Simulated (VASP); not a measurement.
**How U changes SiNi2**

Aim: follow the moments and the gap of SiNi2 as U grows. The start is a cell from a database of measured crystal structures.

Calculated with VASP 6.6.1; PBEsol, spin-polarised from a ferromagnetic start; plane waves and PAW (Ni, Si), in the first sound run; inputs show where later runs differ.

This is a report of a sequence of runs, with most program output left out.

## Step 1: The starting structure

It takes space group P6_3/mmc (No. 194, hexagonal). The conventional cell has a = 3.836 Å, b = 3.836 Å, c = 4.948 Å, α = 90.00°, β = 90.00°, γ = 120.00°. Nearest to Ni lie 5 Si at 2.21 to 2.47 Å and 6 Ni at 2.54 Å. Nearest to Ni lie 8 Ni at 2.47 to 2.54 Å and 6 Si at 2.54 Å. Nearest to Si lie 11 Ni at 2.21 to 2.54 Å. Farther neighbours are not listed.

Structure file:

```cif
data_structure
_symmetry_space_group_name_H-M 'P6_3/mmc'
_symmetry_Int_Tables_number 194
_cell_length_a 3.8360
_cell_length_b 3.8360
_cell_length_c 4.9480
_cell_angle_alpha 90.000
_cell_angle_beta 90.000
_cell_angle_gamma 120.000
_cell_volume 63.05
loop_
_atom_site_label
_atom_site_type_symbol
_atom_site_symmetry_multiplicity
_atom_site_Wyckoff_symbol
_atom_site_fract_x
_atom_site_fract_y
_atom_site_fract_z
_atom_site_occupancy
Ni1 Ni 2 c 0.66667 0.33333 0.75000 1
Ni2 Ni 2 a 0.00000 0.00000 0.50000 1
Si1 Si 2 d 0.66667 0.33333 0.25000 1
```

## Step 2: Series over U, start order fm, U 0

U penalises partly filled orbitals; repeating the run over U shows how far moments and gap depend on it.

Input file INCAR:

```
SYSTEM = SiNi2
PREC = Accurate
ENCUT = 350
EDIFF = 1E-06
NELM = 150
ISMEAR = 0
SIGMA = 0.1
LREAL = .FALSE.
ALGO = Normal
GGA = PS
NBANDS = 38
ISPIN = 2
MAGMOM = 1 1 1 1 0 0
LMAXMIX = 4
LORBIT = 11
LWAVE = .FALSE.
LCHARG = .FALSE.
KPAR = 2
AMIX = 0.2
BMIX = 1E-04
AMIX_MAG = 0.8
BMIX_MAG = 1E-04
NEDOS = 1200
LASPH = .TRUE.
```

Input file POSCAR:

```
SiNi2
1.0
    3.8360000000      0.0000000000      0.0000000000
   -1.9180000000      3.3220734489      0.0000000000
    0.0000000000      0.0000000000      4.9480000000
Ni Si
4 2
Direct
    0.6666666667      0.3333333333      0.7500000000
    0.3333333333      0.6666666667      0.2500000000
    0.0000000000      0.0000000000      0.5000000000
    0.0000000000      0.0000000000      0.0000000000
    0.6666666667      0.3333333333      0.2500000000
    0.3333333333      0.6666666667      0.7500000000
```

Input file KPOINTS:

```
Automatic mesh
0
Gamma
5 5 4
0 0 0
```

The projector-augmented-wave data sets are Ni and Si (PBE family, release 64).

Started as:

```sh
> mpirun -np 2 vasp_std
```

Elapsed: 44 s, on 2 MPI ranks of AMD EPYC 7R43, shared host; peak memory 0.28 GiB; 86 s of CPU time.

The k-mesh is coarse for a metal. The PAW data sets were made with PBE, which is usual practice but a small mismatch for other functionals.

Numbers from this step:

```
electronic cycles                               : 17
electrons                                       : 48
free energy (TOTEN)                             : -39.56 eV
energy at zero smearing                         : -39.55 eV
Fermi energy                                    : 11.59 eV
labelled metallic, from the levels on this mesh : yes
```

The spin moment in the PAW sphere vanishes on all atoms.

Energy at zero smearing: -39.54982 eV.

## Step 3: Series over U, start order AFM, U 0

This step: PBEsol, spin-polarised from an antiferromagnetic start; plane waves and PAW (Ni, Si) (VASP 6.6.1).

INCAR: that of step 2 with these lines changed.

```diff
@@ -12,3 +12,3 @@
 ISPIN = 2
-MAGMOM = 1 1 1 1 0 0
+MAGMOM = 1 -1 1 -1 0 0
 LMAXMIX = 4
```

POSCAR is that of step 2.

KPOINTS is that of step 2.

Started as:

```sh
> mpirun -np 2 vasp_std
```

Run time: 54 s. Hardware: 2 MPI ranks; peak memory 0.28 GiB.

Energy at zero smearing: -39.54982 eV.

The run ends at a pressure of 2.63 GPa.

## Step 4: Series over U, start order fm, U 1

This step: PBEsol, DFT+U (Ni d 1 eV), spin-polarised from a ferromagnetic start; plane waves and PAW (Ni, Si) (VASP 6.6.1).

INCAR: that of step 3 with these lines changed.

```diff
@@ -12,3 +12,10 @@
 ISPIN = 2
-MAGMOM = 1 -1 1 -1 0 0
+MAGMOM = 1 1 1 1 0 0
+LDAU = .TRUE.
+LDAUTYPE = 2
+LDAUL = 2 -1
+LDAUU = 1 0
+LDAUJ = 0 0
+LDAUPRINT = 1
+LASPH = .TRUE.
 LMAXMIX = 4
@@ -23,2 +30 @@
 NEDOS = 1200
-LASPH = .TRUE.
```

POSCAR is that of step 3.

KPOINTS is that of step 3.

Started as:

```sh
> mpirun -np 2 vasp_std
```

It took 56 s on 2 MPI ranks; peak memory 0.29 GiB; 1.8 min of CPU time.

A U on the itinerant d states of such a compound is hard to justify; it moves the bands at the Fermi level.

Energy at zero smearing: -37.07059 eV.

## Step 5: Series over U, start order AFM, U 1

This step: PBEsol, DFT+U (Ni d 1 eV), spin-polarised from an antiferromagnetic start; plane waves and PAW (Ni, Si) (VASP 6.6.1).

INCAR: that of step 4 with these lines changed.

```diff
@@ -12,3 +12,3 @@
 ISPIN = 2
-MAGMOM = 1 1 1 1 0 0
+MAGMOM = 1 -1 1 -1 0 0
 LDAU = .TRUE.
```

POSCAR is that of step 4.

KPOINTS is that of step 4.

Started as:

```sh
> mpirun -np 2 vasp_std
```

Run time: 57 s. Hardware: 2 MPI ranks; peak memory 0.28 GiB; 1.9 min of CPU time.

Energy at zero smearing: -37.07059 eV.

The run ends at a pressure of -0.17 GPa.

## Step 6: Series over U, start order fm, U 4

This step: PBEsol, DFT+U (Ni d 4 eV), spin-polarised from a ferromagnetic start; plane waves and PAW (Ni, Si) (VASP 6.6.1).

INCAR: that of step 5 with these lines changed.

```diff
@@ -12,8 +12,8 @@
 ISPIN = 2
-MAGMOM = 1 -1 1 -1 0 0
+MAGMOM = 1 1 1 1 0 0
 LDAU = .TRUE.
-LDAUTYPE = 2
+LDAUTYPE = 4
 LDAUL = 2 -1
-LDAUU = 1 0
-LDAUJ = 0 0
+LDAUU = 4 0
+LDAUJ = 0.5 0
 LDAUPRINT = 1
```

POSCAR is that of step 5.

KPOINTS is that of step 5.

Started as:

```sh
> mpirun -np 2 vasp_std
```

Run time: 54 s. Hardware: 2 MPI ranks; peak memory 0.28 GiB.

The density of states has structure finer than the step of the table below, so its rows give means over 0.5 eV, whole bins alone (the curve runs from -12.0 to 7.89 eV). Peaks (eV: height): total -4.35: 9.78, -3.46: 17.2, -2.64: 13.6, -1.60: 16.2; Ni s -10.58: 0.693, -6.79: 1.25, -5.91: 0.599, 5.44: 0.651; Ni p -4.35: 0.611, -3.46: 0.794, 6.48: 0.821, 7.07: 0.764; Ni d -4.27: 6.55, -3.46: 14.2, -2.64: 12.0, -1.60: 14.7; Si s -10.58: 0.748, -9.69: 0.534, -9.39: 0.864, -8.72: 1.17.

Means over bins of 0.074 eV. The density of states by energy, zero at the Fermi level; means over each step; values in states/eV/cell:

```csv
energy (eV),total,Ni s,Ni p,Ni d,Si s,Si p
-11.5,0.475,0.156,0.0189,0.00244,0.127,0.00478
-11.0,0.352,0.0986,0.0242,0.00517,0.0967,0.00526
-10.5,1.30,0.327,0.110,0.0303,0.363,0.0236
-10.0,0.497,0.0995,0.0535,0.0191,0.146,0.00913
-9.5,1.55,0.211,0.197,0.110,0.492,0.0246
-9.0,1.90,0.152,0.237,0.260,0.638,0.0234
-8.5,1.34,0.0458,0.150,0.270,0.474,0.00816
-8.0,0.225,0.00982,0.0185,0.0581,0.0812,2.0e-4
-7.5,0,0,0,0,0,0
-7.0,1.62,0.448,0.128,0.306,0.0369,0.210
-6.5,1.56,0.342,0.113,0.404,0.0465,0.198
-6.0,2.59,0.368,0.208,0.915,0.0923,0.298
-5.5,2.48,0.294,0.217,1.02,0.0304,0.297
-5.0,4.13,0.255,0.294,2.29,0.0252,0.437
-4.5,7.36,0.206,0.493,4.66,0.0129,0.634
-4.0,5.57,0.0666,0.336,3.96,0.00791,0.348
-3.5,11.1,0.0927,0.499,9.17,0.0146,0.222
-3.0,6.54,0.0634,0.229,5.67,0.00769,0.0860
-2.5,10.7,0.0789,0.269,9.57,0.00643,0.163
-2.0,11.8,0.0602,0.224,10.8,0.0132,0.0985
-1.5,12.8,0.0997,0.389,11.5,0.0637,0.114
-1.0,5.64,0.0880,0.185,5.00,0.0130,0.0883
-0.5,2.42,0.0558,0.122,1.97,0.0100,0.0929
0.0,2.83,0.0844,0.245,2.01,0.0235,0.164
0.5,1.65,0.0555,0.220,0.946,0.0307,0.135
1.0,2.27,0.0725,0.306,1.22,0.0599,0.227
1.5,0.785,0.0474,0.0514,0.434,0.0745,0.0691
2.0,1.75,0.0736,0.193,0.775,0.118,0.238
2.5,1.75,0.120,0.152,0.739,0.170,0.249
3.0,2.76,0.183,0.283,1.03,0.217,0.407
3.5,2.49,0.234,0.330,0.793,0.103,0.384
4.0,1.48,0.165,0.194,0.415,0.0376,0.285
4.5,1.84,0.157,0.302,0.432,0.0590,0.343
5.0,1.60,0.280,0.143,0.458,0.0948,0.164
5.5,2.40,0.419,0.362,0.570,0.0859,0.167
6.0,1.78,0.292,0.251,0.459,0.0680,0.176
6.5,3.17,0.329,0.671,0.675,0.106,0.236
7.0,3.32,0.359,0.582,0.638,0.0839,0.432
7.5,0.677,0.0243,0.140,0.159,0.0298,0.0304
```

Energy at zero smearing: -31.18226 eV.

## Step 7: Series over U, start order AFM, U 4

This step: PBEsol, DFT+U (Ni d 4 eV), spin-polarised from an antiferromagnetic start; plane waves and PAW (Ni, Si) (VASP 6.6.1).

INCAR: that of step 6 with these lines changed.

```diff
@@ -12,3 +12,3 @@
 ISPIN = 2
-MAGMOM = 1 1 1 1 0 0
+MAGMOM = 1 -1 1 -1 0 0
 LDAU = .TRUE.
```

POSCAR is that of step 6.

KPOINTS is that of step 6.

Started as:

```sh
> mpirun -np 2 vasp_std
```

Wall time 40 s (2 MPI ranks); peak memory 0.28 GiB; 77 s of CPU time.

Energy at zero smearing: -31.18226 eV.

The run ends at a pressure of -7.56 GPa.

## Step 8: Series over U, start order fm, U 6

This step: PBEsol, DFT+U (Ni d 6 eV), spin-polarised from a ferromagnetic start; plane waves and PAW (Ni, Si) (VASP 6.6.1).

INCAR: that of step 7 with these lines changed.

```diff
@@ -12,8 +12,8 @@
 ISPIN = 2
-MAGMOM = 1 -1 1 -1 0 0
+MAGMOM = 1 1 1 1 0 0
 LDAU = .TRUE.
-LDAUTYPE = 4
+LDAUTYPE = 2
 LDAUL = 2 -1
-LDAUU = 4 0
-LDAUJ = 0.5 0
+LDAUU = 6 0
+LDAUJ = 0 0
 LDAUPRINT = 1
```

POSCAR is that of step 7.

KPOINTS is that of step 7.

Started as:

```sh
> mpirun -np 2 vasp_std
```

Run time: 61 s. Hardware: 2 MPI ranks; peak memory 0.28 GiB.

The density of states has structure finer than the step of the table below, so its rows give means over 1 eV, whole bins alone (the curve runs from -12.0 to 7.96 eV). Peaks (eV: height): total -4.4: 10.4, -3.6: 15.7, -2.8: 13.8, -1.8: 14.7; Ni s -10.2: 0.657, -6.5: 1.32, -5.3: 0.542, 5.7: 0.622; Ni p -4.4: 0.588, -3.6: 0.631, 6.8: 0.862, 7.3: 0.768; Ni d -4.4: 7.29, -3.6: 13.3, -2.8: 12.1, -1.8: 13.6; Si s -10.2: 0.751, -9.4: 0.590, -9.1: 0.913, -8.6: 1.37.

Means over bins of 0.073 eV. The density of states by energy, zero at the Fermi level; means over each step; values in states/eV/cell:

```
energy (eV)  total    Ni s    Ni p     Ni d    Si s     Si p
        -11  0.415   0.127  0.0203  0.00422   0.115  0.00463
        -10  0.893   0.206  0.0794   0.0289   0.259   0.0152
         -9   2.04   0.178   0.240    0.286   0.682   0.0222
         -8  0.498  0.0139  0.0456    0.130   0.175  0.00175
         -7  0.892   0.238  0.0631    0.205  0.0169    0.113
         -6   2.33   0.345   0.149    0.921  0.0592    0.265
         -5   5.14   0.304   0.320     3.09  0.0184    0.462
         -4   8.80  0.0931   0.392     6.95  0.0128    0.346
         -3   9.08  0.0779   0.308     7.90  0.0104    0.169
         -2   11.6  0.0611   0.243     10.7  0.0323   0.0949
         -1   4.88   0.103   0.246     4.07  0.0267    0.125
          0   2.24  0.0730   0.217     1.50  0.0234    0.153
          1   1.81  0.0639   0.254    0.908  0.0545    0.199
          2   1.32  0.0703   0.125    0.575   0.108    0.180
          3   2.20   0.144   0.222    0.814   0.176    0.351
          4   1.88   0.186   0.237    0.560  0.0620    0.348
          5   1.63   0.225   0.222    0.406  0.0669    0.221
          6   2.14   0.357   0.320    0.528  0.0723    0.176
          7   3.25   0.339   0.633    0.657   0.102    0.316
```

Energy at zero smearing: -25.79236 eV.

## Step 9: Series over U, start order AFM, U 6

This step: PBEsol, DFT+U (Ni d 6 eV), spin-polarised from an antiferromagnetic start; plane waves and PAW (Ni, Si) (VASP 6.6.1).

INCAR: that of step 8 with these lines changed.

```diff
@@ -12,3 +12,3 @@
 ISPIN = 2
-MAGMOM = 1 1 1 1 0 0
+MAGMOM = 1 -1 1 -1 0 0
 LDAU = .TRUE.
```

POSCAR is that of step 8.

KPOINTS is that of step 8.

Started as:

```sh
> mpirun -np 2 vasp_std
```

Wall time 54 s (2 MPI ranks); peak memory 0.28 GiB.

Energy at zero smearing: -25.79236 eV.

The run ends at a pressure of -15.90 GPa.

## Step 10: Series over U, start order fm, U 8

This step: PBEsol, DFT+U (Ni d 8 eV), spin-polarised from a ferromagnetic start; plane waves and PAW (Ni, Si) (VASP 6.6.1).

INCAR: that of step 9 with these lines changed.

```diff
@@ -12,3 +12,3 @@
 ISPIN = 2
-MAGMOM = 1 -1 1 -1 0 0
+MAGMOM = 1 1 1 1 0 0
 LDAU = .TRUE.
@@ -16,3 +16,3 @@
 LDAUL = 2 -1
-LDAUU = 6 0
+LDAUU = 8 0
 LDAUJ = 0 0
```

POSCAR is that of step 9.

KPOINTS is that of step 9.

Started as:

```sh
> mpirun -np 2 vasp_std
```

Elapsed: 52 s, on 2 MPI ranks; peak memory 0.28 GiB.

Energy at zero smearing: -21.89229 eV.

The run ends at a pressure of -23.05 GPa.

## Step 11: Series over U, start order AFM, U 8

This step: PBEsol, DFT+U (Ni d 8 eV), spin-polarised from an antiferromagnetic start; plane waves and PAW (Ni, Si) (VASP 6.6.1).

INCAR: that of step 10 with these lines changed.

```diff
@@ -12,3 +12,3 @@
 ISPIN = 2
-MAGMOM = 1 1 1 1 0 0
+MAGMOM = 1 -1 1 -1 0 0
 LDAU = .TRUE.
```

POSCAR is that of step 10.

KPOINTS is that of step 10.

Started as:

```sh
> mpirun -np 2 vasp_std
```

Elapsed: 73 s, on 2 MPI ranks; peak memory 0.28 GiB.

Energy at zero smearing: -21.89229 eV.

The run ends at a pressure of -23.04 GPa.

## Step 12: Summary

This step: DFT+U series, PBEsol; plane waves and PAW (VASP 6.6.1).

No new run; the numbers come from the runs before.

Energies at different U are not comparable. U series, by row:

```
U (eV)  J (eV)  LDAUTYPE  start  energy (eV/atom)  mean moment (μB)  gap on the mesh (eV)  pressure (GPa)
     0       0         -     fm            -6.592                 0                     0           2.644
     0       0         -    afm            -6.592                 0                     0           2.634
     1       0         2     fm            -6.178                 0                     0         -0.1649
     1       0         2    afm            -6.178                 0                     0         -0.1737
     4     0.5         4     fm            -5.197                 0                     0          -7.599
     4     0.5         4    afm            -5.197                 0                     0          -7.559
     6       0         2     fm            -4.299                 0                     0          -15.78
     6       0         2    afm            -4.299           5.00e-4                     0           -15.9
     8       0         2     fm            -3.649                 0                     0          -23.05
     8       0         2    afm            -3.649                 0                     0          -23.04
```

## Step 13: Outcome

```json
{"U = 0 eV, J = 0 eV, fm start": "mean size of the moments 0.00 μB", "U = 0 eV, J = 0 eV, afm start": "mean size of the moments 0.00 μB", "U = 1 eV, J = 0 eV, fm start": "mean size of the moments 0.00 μB", "U = 1 eV, J = 0 eV, afm start": "mean size of the moments 0.00 μB", "U = 4 eV, J = 0.5 eV, fm start": "mean size of the moments 0.00 μB", "U = 4 eV, J = 0.5 eV, afm start": "mean size of the moments 0.00 μB", "U = 6 eV, J = 0 eV, fm start": "mean size of the moments 0.00 μB", "U = 6 eV, J = 0 eV, afm start": "mean size of the moments 0.00 μB", "U = 8 eV, J = 0 eV, fm start": "mean size of the moments 0.00 μB", "U = 8 eV, J = 0 eV, afm start": "mean size of the moments 0.00 μB"}
```

**Reading.** For the ferromagnetic start without J, from U = 0 to 8 eV the mean moment goes from 0.00 to 0.00 μB, the cell stays metallic, and the pressure goes from 2.6 to -23.1 GPa. A jump between neighbouring rows can also mean that the runs ended in different spin or orbital states. U acts inside the PAW spheres, so the same number means something else in a code with other projectors.

[Lines on the potential files, build, host, timing and source positions are cut from VASP's logs without a mark.]

[Logs are printed without paths, hosts, clocks, repeated set-up lines and the standing remarks that a program may print on its own settings, such as how far it seeks lower states.]

[Hosts, paths, dates, database ids (printed as entryN), source tags and the programs' standing remarks are cut or masked in the printed files.]

[In band tables of VASP the shares of atoms and orbitals are scaled to a sum of 1 inside the atoms' spheres.]

[Runs that stopped without an error message from VASP are left out.]
